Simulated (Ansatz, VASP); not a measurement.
# TiTeSe in two plane-wave programs, part 2 of 2

One calculation is typed for both programs; each brings its own data sets. How far apart do they land? Of the first pair: The structure shown is the start of the Ansatz relaxation below; VASP solves that cell, so the two are compared at the walk's first step.

VASP 6.6.1 and Ansatz 0.2.0.

So far. Step 3 (VASP: single point, PBEsol, start cell, pair 1): The run ends at a pressure of 0.17 GPa, with forces up to 0.13 eV/Å.

## (7) VASP: single point, PBEsol, relaxed atoms in a fixed cell, pair 2

Level of this step: PBEsol, no spin polarisation; plane waves and PAW (Ti_sv, Se, Te) (VASP).

The same cell, functional, mesh and smearing now go to VASP, with its own data sets.

INCAR reads:

```
SYSTEM = TiTeSe
PREC = Accurate
ENCUT = 400
EDIFF = 1E-06
NELM = 120
ISMEAR = 1
SIGMA = 0.2
LREAL = .FALSE.
ALGO = Normal
GGA = PS
NBANDS = 18
LASPH = .TRUE.
LORBIT = 11
LWAVE = .FALSE.
LCHARG = .FALSE.
ISIF = 2
LDIPOL = .TRUE.
IDIPOL = 3
DIPOL = 0.5 0.5 0.332
LVHAR = .TRUE.
GGA_COMPAT = .FALSE.
NELMDL = -8
KPAR = 2
```

POSCAR reads:

```
TiTeSe
1.0
    3.5343278311      0.0000000000      0.0000000000
   -1.7671639156      3.0917350374      0.0000000000
    0.0000000000      0.0000000000     30.0000000000
Ti Se Te
1 1 1
Direct
    0.0001304175      0.0002608351      0.3369201559
    0.3324325680      0.6648651361      0.3848384948
    0.6674370143      0.3348740288      0.2749080158
```

KPOINTS reads:

```
Automatic mesh
0
Gamma
15 15 1
0 0 0
```

The projector-augmented-wave data sets are Ti_sv, Se and Te (PBE family, release 64).

The run is started by

```console
mpirun -np 2 vasp_std
```

Numbers of over 12 decimals in the logs are rounded to 6 here.

Log:

```text
[banner, memory and clock lines left out]
running    2 mpi-ranks, on    1 nodes
[...]
[... a notice as in an earlier step ...]

 LDA part: xc-table for (Slater+PW92), standard interpolation
 POSCAR, INCAR and KPOINTS ok, starting setup
[...]
entering main loop
       N       E                     dE             d eps       ncg     rms          rms(c)
DAV:   1     0.146404935685E+03    0.14640E+03   -0.94036E+03  2824   0.815E+02
DAV:   2    -0.605458661917E+00   -0.14701E+03   -0.14427E+03  3096   0.221E+02
DAV:   3    -0.199057902225E+02   -0.19300E+02   -0.19200E+02  4134   0.726E+01
DAV:   4    -0.208325583770E+02   -0.92677E+00   -0.92288E+00  3178   0.155E+01
[...]
DAV:  28    -0.184227560864E+02   -0.11777E-05   -0.23850E-08  1604   0.117E-03    0.405E-04
DAV:  29    -0.184227572241E+02   -0.11377E-05   -0.37087E-08  1790   0.101E-03    0.308E-04
DAV:  30    -0.184227574224E+02   -0.19832E-06   -0.24687E-09  1432   0.320E-04
   1 F= -.18422757E+02 E0= -.18423064E+02  d E =0.918945E-03
```

Parts of OUTCAR (step 7):

```text
  Total        0.3583835      0.0879635      0.0100585     -0.0000000     -0.0010067      0.0000000
  in kB        1.7515730      0.4299152      0.0491602     -0.0000000     -0.0049202      0.0000000
  external PRESSURE =       0.7435495 kB  Pullay stress =       0.0000000 kB

 POSITION                                       TOTAL-FORCE (eV/Angst)
 -----------------------------------------------------------------------------------
     -0.00000      0.00081     10.10760         0.000000     -0.000059     -0.005823
     -0.00000      2.05559     11.54515         0.000000     -0.000253      0.031851
      1.76716      1.03534      8.24724        -0.000000      0.000312     -0.026028
 -----------------------------------------------------------------------------------
    total drift:                                0.000000      0.000032     -0.000117

  FREE ENERGIE OF THE ION-ELECTRON SYSTEM (eV)
  ---------------------------------------------------
  free  energy   TOTEN  =       -18.4227574224 eV

  energy  without entropy=      -18.4236763670  energy(sigma->0) =      -18.42306374

[... 2 parts as in an earlier step ...]

[... 1 further part left out ...]
[key lines of the parts left out:]
E-fermi :  -2.4824
```

The run ends at a pressure of 0.07 GPa, with forces up to 0.032 eV/Å.

## (8) Differences

What differs besides the data sets and the points named for the pairs above, as far as they apply: the data sets hold 44 valence electrons in Ansatz (on its PAW soft_1 files) and 24 in VASP. Total energies have different zeros and are not compared.

The largest component of a force difference here is 32 meV/Å. Where the cell holds vacuum, a pressure given here is an average over it and none of the material.

## (9) Ansatz: relaxation, PBEsol

The two programs are compared at the cell with which this relaxation starts, whose forces are those of its first step.

The structure compared here is the start of the Ansatz relaxation; VASP solves that cell, so the two are compared at the walk's first step.

input.yaml reads:

```yaml
crystal:
  lattice:
    - [3.5700281122, 0.0, 0.0]
    - [-1.7850140561, 3.060817687, 0.0]
    - [0.0, 0.0, 30.0]
  atoms:
    - { symbol: Ti, position: [0.0, 0.0, 0.3369553401] }
    - { symbol: Se, position: [0.3333333333, 0.6666666667, 0.3845335549] }
    - { symbol: Te, position: [0.6666666667, 0.3333333333, 0.2751777716] }
  periodic: [true, true, false]
kpoints:
  mp_grid: { grid: [15, 15, 1] }
hamiltonian:
  xc: pbesol
  pseudopotentials: { kind: paw, azcp: { folder: soft_1 }, xc_functional: pbe }
scf:
  occupations: { method: methfessel_paxton, width: 0.2 }
output:
  forces: true
  stress: true
  eigenvalues: true
relax:
  adjacent_minimum: "off"
  f_tol: 0.001
  max_steps: 60
```

The run is started by

```console
ansatz run input.yaml --threads 4 --pin off --max-ram 16384MiB --backend cpu --events-out ev --progress --plain --runs-dir out
```

Log:

```text
[...]
Crystal: 3 atoms, lattice volume = 327.816 Å³
Basis set: ecut = 420 eV, 6335 PW (Γ), exchange–correlation on 48×48×432 points (8 copies of the dense FFT grid, shifted against one another)
Bands: 27, of which v1, the nominal top of the filled ones, is band 22 counted from 1 (21 counted from 0)
Symmetry: 2 space group operations
[...]
--- Relaxed structure (5 steps of the walk, 5 accepted, 0 SCFs on fresh bases) ---
  F+E_penalty+E_count = -14802.43679378 eV   max|allowed force component| = 3.975e-4 eV/Å
  cell:  # Å, volume = 327.8162 Å³
    - [3.5700281122, 0.0, 0.0]
    - [-1.7850140561, 3.060817687, 0.0]
    - [0.0, 0.0, 30.0]
  atoms:
    - { symbol: Ti, position: [-0.000152374, -0.000304747, 0.336920] }
    - { symbol: Se, position: [0.334257, 0.668514, 0.384839] }
    - { symbol: Te, position: [0.665895, 0.331791, 0.274908] }
[key lines of the parts left out:]
SCF converged after 2 iterations
Free energy (F): -14802.436794 eV
Fermi energy:    -4.868509 eV
P = ½ c Tr σ = 0.3452 N/m
```

## (10) VASP: single point, PBEsol, start cell, pair 3

The same cell, functional, mesh and smearing now go to VASP, with its own data sets.

INCAR is that of step 7.

POSCAR reads:

```
TiTeSe
1.0
    3.5700281122      0.0000000000      0.0000000000
   -1.7850140561      3.0608176870      0.0000000000
    0.0000000000      0.0000000000     30.0000000000
Ti Se Te
1 1 1
Direct
    0.0000000000      0.0000000000      0.3369553333
    0.3333333130      0.6666666259      0.3845335667
    0.6666667382      0.3333334763      0.2751777667
```

KPOINTS is that of step 7.

The run is started by

```console
mpirun -np 2 vasp_std
```

Log:

```text
[... set-up lines as in an earlier step ...]
 entering main loop
       N       E                     dE             d eps       ncg     rms          rms(c)
DAV:   1     0.148568718691E+03    0.14857E+03   -0.94374E+03  2816   0.814E+02
DAV:   2    -0.306745726728E+00   -0.14888E+03   -0.14579E+03  3110   0.222E+02
DAV:   3    -0.199142187725E+02   -0.19607E+02   -0.19507E+02  4176   0.735E+01
DAV:   4    -0.208152657580E+02   -0.90105E+00   -0.89802E+00  3202   0.156E+01
[...]
DAV:  28    -0.184213755177E+02   -0.12179E-05   -0.23194E-08  1674   0.110E-03    0.390E-04
DAV:  29    -0.184213766135E+02   -0.10958E-05   -0.35263E-08  1822   0.985E-04    0.311E-04
DAV:  30    -0.184213767983E+02   -0.18481E-06   -0.22738E-09  1426   0.325E-04
   1 F= -.18421377E+02 E0= -.18421678E+02  d E =0.902833E-03
```

OUTCAR, selected parts (step 10):

```text
  Total        0.1986400      0.5407878      0.2759846      0.0000000      0.0893107      0.0000000
  in kB        0.9708384      2.6430606      1.3488545      0.0000000      0.4364997      0.0000000
  external PRESSURE =       1.6542512 kB  Pullay stress =       0.0000000 kB

 POSITION                                       TOTAL-FORCE (eV/Angst)
 -----------------------------------------------------------------------------------
      0.00000      0.00000     10.10866        -0.000000     -0.020410     -0.029806
      0.00000      2.04054     11.53601         0.000000      0.038931      0.126827
      1.78501      1.02027      8.25533         0.000000     -0.018521     -0.097021
 -----------------------------------------------------------------------------------
    total drift:                               -0.000000     -0.000053     -0.000153

  FREE ENERGIE OF THE ION-ELECTRON SYSTEM (eV)
  ---------------------------------------------------
  free  energy   TOTEN  =       -18.4213767983 eV

  energy  without entropy=      -18.4222796317  energy(sigma->0) =      -18.42167774

[... 1 part as in an earlier step ...]

[... 2 further parts left out ...]
[key lines of the parts left out:]
E-fermi :  -2.4817
```

The run ends at a pressure of 0.17 GPa, with forces up to 0.13 eV/Å.

## (11) Side by side

What differs besides the data sets and the points named for the pairs above, as far as they apply: the data sets hold 44 valence electrons in Ansatz (on its PAW soft_1 files) and 24 in VASP. Total energies have different zeros and are not compared.

Forces (eV/Å; atoms numbered as in POSCAR):

| atom | Ansatz x, y, z | VASP x, y, z |
| --- | --- | --- |
| Ti1 | 0.000, -0.020, -0.024 | 0.000, -0.020, -0.030 |
| Se2 | 0.000, 0.038, 0.095 | 0.000, 0.039, 0.127 |
| Te3 | 0.000, -0.018, -0.071 | 0.000, -0.019, -0.097 |

The forces differ by 14 meV/Å r.m.s., which is 24.7 % of the r.m.s. force of 0.056 eV/Å (both taken over all components). Where the cell holds vacuum, a pressure given here is an average over it and none of the material.

## (12) What came out

| Property | Result |
| --- | --- |
| r.m.s. force difference (single point, PBEsol, start cell, pair 1) | 14 meV/Å |
| r.m.s. force difference (single point, PBEsol, relaxed atoms in a fixed cell, pair 2) | 14 meV/Å |
| r.m.s. force difference (single point, PBEsol, start cell, pair 3) | 14 meV/Å |

**Reading.** The r.m.s. force difference is 14 meV/Å (single point, PBEsol, start cell, pair 1), beyond the 12 meV/Å picked in this series as the mark of a large difference. The data sets hold unlike numbers of valence electrons (44 in Ansatz and 24 in VASP), so part of the differences may come from the potentials. Single point, PBEsol, start cell, pair 1, VASP with the data sets Ti_sv, Se and Te_sv_GW and a cutoff of 520 eV: r.m.s. force difference goes from 14 to 10 meV/Å. What causes the difference of the single point, PBEsol, relaxed atoms in a fixed cell, pair 2 pair stays open here. What causes the difference of the single point, PBEsol, start cell, pair 3 pair stays open here. 7 further pairs of this series are not shown here. How closely two codes agree says nothing of how well the functional describes the real material.

[Lines on the potential files, build, host, timing and source positions are cut from VASP's logs without a mark.]

[Logs are printed without paths, hosts, clocks, repeated set-up lines and the standing remarks that a program may print on its own settings, such as how far it seeks lower states.]

[Hosts, paths, dates, database ids (printed as entryN), source tags and the programs' standing remarks are cut or masked in the printed files.]
